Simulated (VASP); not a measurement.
```yaml
crystal:
  lattice:
    - [2.34700, 1.35504, 7.21694]
    - [-2.34700, 1.35504, 7.21694]
    - [0.00000, -2.71008, 7.21694]
  atoms:
    - { symbol: F, position: [0.33330, 0.16670, 0.75000] }
    - { symbol: F, position: [0.75000, 0.33330, 0.16670] }
    - { symbol: F, position: [0.16670, 0.75000, 0.33330] }
    - { symbol: F, position: [0.66670, 0.83330, 0.25000] }
    - { symbol: F, position: [0.25000, 0.66670, 0.83330] }
    - { symbol: F, position: [0.83330, 0.25000, 0.66670] }
    - { symbol: In, position: [0.50000, 0.50000, 0.50000] }
    - { symbol: In, position: [0.00000, 0.00000, 0.00000] }
```

Level of theory: PBEsol GGA, VASP's PBE PAW potentials (set 64) (plane waves; VASP). Run with 400 eV cut-off, 5×5×5 Γ-centred mesh, Fermi-Dirac smearing of 0.10 eV, potentials F In_d.

Problem. Give the energies of bands 23 to 36 at the high-symmetry points, in eV from the Fermi level.

Solution. 
| band | Γ | T | H2 | L | S0 | F |
|---|---|---|---|---|---|---|
| 23 | -2.36 | -2.73 | -2.39 | -2.43 | -2.38 | -2.57 |
| 24 | -2.36 | -2.73 | -2.39 | -2.43 | -2.35 | -2.10 |
| 25 | -2.09 | -2.03 | -2.15 | -1.99 | -2.18 | -1.94 |
| 26 | -2.09 | -2.03 | -2.15 | -1.99 | -2.11 | -1.92 |
| 27 | -1.85 | -2.03 | -2.02 | -1.79 | -2.09 | -1.80 |
| 28 | -1.85 | -2.03 | -2.02 | -1.79 | -2.02 | -1.71 |
| 29 | -1.15 | -0.86 | -0.86 | -1.18 | -0.81 | -1.25 |
| 30 | -0.85 | -0.86 | -0.86 | -1.18 | -0.77 | -1.12 |
| 31 | -0.26 | -0.02 | -0.68 | -0.90 | -0.74 | -0.94 |
| 32 | -0.03 | -0.02 | -0.68 | -0.90 | -0.71 | -0.86 |
| 33 | -0.03 | -0.02 | -0.45 | -0.11 | -0.47 | -0.12 |
| 34 | 0.00 | -0.02 | -0.45 | -0.11 | -0.46 | -0.09 |
| 35 | 0.00 | 1.67 | 2.55 | 2.22 | 2.47 | 2.01 |
| 36 | 3.96 | 1.67 | 2.55 | 2.22 | 2.60 | 3.31 |

It has no gap at this level: it comes out as a metal or semimetal.

The structure comes from a measured InF3 entry of the Crystallography Open Database, whose conditions weren't checked. The cell was not relaxed at this level. The k-mesh is coarse (spacing up to 0.31 per Å, 2π included), so the numbers may not be converged in it.
